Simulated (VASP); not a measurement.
Data:

```
NbRu3
1.0
    3.91891     0.00000     0.00000
    0.00000     3.91891     0.00000
    0.00000     0.00000     3.91891
Nb Ru
1 3
Cartesian
  0.00000   0.00000   0.00000
  0.00000   1.95945   1.95945
  1.95945   0.00000   1.95945
  1.95945   1.95945   0.00000
```

All values below come from PBEsol GGA, VASP's PBE PAW potentials (set 64) (plane waves; VASP). Settings: 300 eV cut-off, 6×6×6 Γ-centred mesh, Fermi-Dirac smearing of 0.10 eV, potentials Nb_sv Ru_pv.

At this cut-off the stress carries a Pulay error, which pulls relaxed volumes low.

Problem. Give the stress tensor in GPa (positive for a compressed cell).

Solution. 
```
-14.17    0.00    0.00
  0.00  -14.17    0.00
  0.00    0.00  -14.17
```
The pressure is its mean diagonal, -14.17 GPa.

The structure comes from a computed database's NbRu3 entry; how it stands against other phases isn't given here. The cell was not relaxed at this level. The electron count is odd and the run is not spin-polarised, which forces a metal.
